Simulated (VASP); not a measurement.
Calculation: r2SCAN meta-GGA, VASP's PBE PAW potentials (set 64) (plane waves; VASP).

Input for VASP

File POSCAR:
```
NiP
1
    2.8655901347    -0.0000000000     0.0000000000
   -0.0000000000     2.8655901347    -0.0000000000
    0.0000000000    -0.0000000000     2.8655901347
Ni P
1 1
Direct
  0.0000000000   0.0000000000   0.0000000000
  0.5000000000   0.5000000000   0.5000000000
```

File KPOINTS:
```
Automatic mesh
0
gamma
11 11 11
```

INCAR:
```
! general
SYSTEM  = NiP
PREC    = Accurate
ENCUT   = 400
LREAL   = .FALSE.
LASPH   = .TRUE.

! electronic loop
EDIFF   = 1E-6
NELM    = 100
ALGO    = Normal
LMAXMIX = 4
LMIXTAU = .TRUE.

! smearing
ISMEAR  = 1
SIGMA   = 0.1

! functional
METAGGA = R2SCAN

! ions
IBRION  = 2
NSW     = 60
ISIF    = 3
EDIFFG  = -0.01

! output
LWAVE   = .FALSE.
LCHARG  = .FALSE.
```

POTCAR, in this order: Ni P (PBE.64 set). Program: vasp_std.

The resulting files:

**OSZICAR**
```
       N       E                     dE             d eps       ncg     rms          rms(c)
DAV:   1     0.401801488453E+02    0.40180E+02   -0.59036E+03  1288   0.127E+03
DAV:   2    -0.215844966866E+02   -0.61765E+02   -0.57524E+02  1247   0.229E+02
DAV:   3    -0.241434176408E+02   -0.25589E+01   -0.24662E+01  1416   0.546E+01
DAV:   4    -0.241960474746E+02   -0.52630E-01   -0.52476E-01  1455   0.746E+00
DAV:   5    -0.241974636583E+02   -0.14162E-02   -0.14158E-02  1454   0.127E+00    0.137E+01
DAV:   6    -0.250314308465E+02   -0.83397E+00   -0.43774E+01  1341   0.146E+02    0.214E+01
DAV:   7    -0.208523632809E+02    0.41791E+01   -0.11882E+01  1425   0.931E+01    0.461E+00
DAV:   8    -0.208208663698E+02    0.31497E-01   -0.14596E+00  1606   0.230E+01    0.262E+00
DAV:   9    -0.207870303730E+02    0.33836E-01   -0.13513E-01  1579   0.586E+00    0.671E-01
DAV:  10    -0.207941756428E+02   -0.71453E-02   -0.28844E-02  1497   0.325E+00    0.164E-01
DAV:  11    -0.207944965334E+02   -0.32089E-03   -0.14221E-03  1385   0.460E-01    0.982E-02
DAV:  12    -0.207945214896E+02   -0.24956E-04   -0.18882E-04  1383   0.168E-01    0.502E-02
DAV:  13    -0.207945934987E+02   -0.72009E-04   -0.15814E-04  1440   0.194E-01    0.136E-02
DAV:  14    -0.207945945369E+02   -0.10382E-05   -0.20515E-05  1331   0.548E-02    0.784E-03
DAV:  15    -0.207945969220E+02   -0.23851E-05   -0.34952E-06  1350   0.213E-02    0.544E-03
DAV:  16    -0.207945968458E+02    0.76139E-07   -0.33152E-07   721   0.113E-02
   1 F= -.20794597E+02 E0= -.20794663E+02  d E =-.207946E+02
       N       E                     dE             d eps       ncg     rms          rms(c)
DAV:   1    -0.207969929397E+02   -0.23960E-02   -0.24238E-02  1374   0.326E+00    0.474E-01
DAV:   2    -0.208013796722E+02   -0.43867E-02   -0.60374E-02  1413   0.540E+00    0.710E-01
DAV:   3    -0.207946154984E+02    0.67642E-02   -0.26267E-02  1398   0.360E+00    0.730E-02
DAV:   4    -0.207945835028E+02    0.31996E-04   -0.37816E-04  1286   0.163E-01    0.309E-02
DAV:   5    -0.207945737991E+02    0.97037E-05   -0.36406E-05  1560   0.126E-01    0.782E-03
DAV:   6    -0.207945741606E+02   -0.36145E-06   -0.46439E-06  1404   0.238E-02
   2 F= -.20794574E+02 E0= -.20794627E+02  d E =0.226853E-04
       N       E                     dE             d eps       ncg     rms          rms(c)
DAV:   1    -0.207953755325E+02   -0.80173E-03   -0.76619E-03  1365   0.184E+00    0.263E-01
DAV:   2    -0.207967031910E+02   -0.13277E-02   -0.18516E-02  1410   0.299E+00    0.400E-01
DAV:   3    -0.207946319422E+02    0.20712E-02   -0.82366E-03  1398   0.200E+00    0.453E-02
DAV:   4    -0.207946166175E+02    0.15325E-04   -0.10290E-04  1303   0.105E-01    0.119E-02
DAV:   5    -0.207946153400E+02    0.12775E-05   -0.79478E-06  1453   0.516E-02    0.396E-03
DAV:   6    -0.207946152465E+02    0.93534E-07   -0.20088E-06   966   0.166E-02
   3 F= -.20794615E+02 E0= -.20794676E+02  d E =-.184007E-04
```

**OUTCAR**
```
------------------------ aborting loop because EDIFF is reached ----------------------------------------
  FORCE on cell =-STRESS in cart. coord.  units (eV):
  Direction    XX          YY          ZZ          XY          YZ          ZX
  --------------------------------------------------------------------------------------
  Total        0.0010899      0.0010899      0.0010899     -0.0000000     -0.0000000     -0.0000000
  in kB        0.0743050      0.0743050      0.0743050     -0.0000000     -0.0000000     -0.0000000
  external PRESSURE =       0.0743050 kB  Pullay stress =       0.0000000 kB
  volume of cell :       23.50
      direct lattice vectors                 reciprocal lattice vectors
     2.864311399 -0.000000000 -0.000000000     0.349124051 -0.000000000 -0.000000000
     0.000000000  2.864311399 -0.000000000     0.000000000  0.349124051 -0.000000000
     0.000000000  0.000000000  2.864311399     0.000000000  0.000000000  0.349124051
 POSITION                                       TOTAL-FORCE (eV/Angst)
 -----------------------------------------------------------------------------------
      0.00000      0.00000      0.00000        -0.000000     -0.000000      0.000000
      1.43216      1.43216      1.43216         0.000000      0.000000      0.000000
 -----------------------------------------------------------------------------------
    total drift:                               -0.000000      0.000000     -0.000000
  FREE ENERGIE OF THE ION-ELECTRON SYSTEM (eV)
  ---------------------------------------------------
  free  energy   TOTEN  =       -20.7946152465 eV

  energy  without entropy=      -20.7947960363  energy(sigma->0) =      -20.79467551

 reached required accuracy - stopping structural energy minimisation
```
(Selected blocks of OUTCAR.)

**CONTCAR**
```
NiP
   1.00000000000000
     2.8643113987411803   -0.0000000000000000   -0.0000000000000000
     0.0000000000000000    2.8643113987411803   -0.0000000000000000
     0.0000000000000000    0.0000000000000000    2.8643113987411803
  Ni              P
     1     1
Direct
     0.0000000000000000    0.0000000000000000    0.0000000000000000
     0.5000000000000000    0.5000000000000000    0.5000000000000000
```

### OUTCAR
```
 val. band max:       10.9373467507   @ k =   0.3636   0.2727   0.0000

 cond. band min:      10.9755128724   @ k =   0.4545   0.4545   0.4545


 Fermi energy:        10.9705183241

 k-point     1 :       0.0000    0.0000    0.0000
  band No.  band energies     occupation
      1      -5.0793      2.00000
      2       7.3015      2.00000
      3       7.3015      2.00000
      4       9.1786      2.00000
      5       9.1786      2.00000
      6       9.1786      2.00000
      7      11.4451     -0.00000
      8      11.4451     -0.00000
      9      11.4451     -0.00000
     10      18.1179      0.00000
     11      18.1179      0.00000

 k-point     2 :       0.0909    0.0000    0.0000
  band No.  band energies     occupation
      1      -4.9358      2.00000
      2       7.1073      2.00000
      3       7.3448      2.00000
      4       8.9950      2.00000
      5       8.9950      2.00000
      6       9.1878      2.00000
      7      10.7209      2.00235
      8      11.7499     -0.00000
      9      11.7499     -0.00000
     10      18.1091      0.00000
     11      18.3394      0.00000

 k-point     3 :       0.1818    0.0000    0.0000
  band No.  band energies     occupation
      1      -4.5121      2.00000
      2       6.2429      2.00000
      3       7.4635      2.00000
      4       8.6272      2.00000
      5       8.6272      2.00000
      6       9.2132      2.00000
      7       9.8069      2.00000
      8      12.4800     -0.00000
      9      12.4800     -0.00000
     10      18.0839      0.00000
     11      18.5928      0.00000

 k-point     4 :       0.2727    0.0000    0.0000
  band No.  band energies     occupation
      1      -3.8342      2.00000
      2       4.6646      2.00000
      3       7.6254      2.00000
      4       8.2743      2.00000
      5       8.2743      2.00000
      6       9.2468      2.00000
      7       9.5866      2.00000
      8      13.4194      0.00000
      9      13.4194      0.00000
...
```

The structure was generated: NiP was put into the CsCl type type (Pm-3m), which need not be its known phase. This run relaxes it. Symmetry was kept, so distortions that lower it aren't found. The start is the result of an earlier pass. The run is not spin-polarised, so no magnetic state was tried. The electron count is odd and the run is not spin-polarised, which forces a metal.
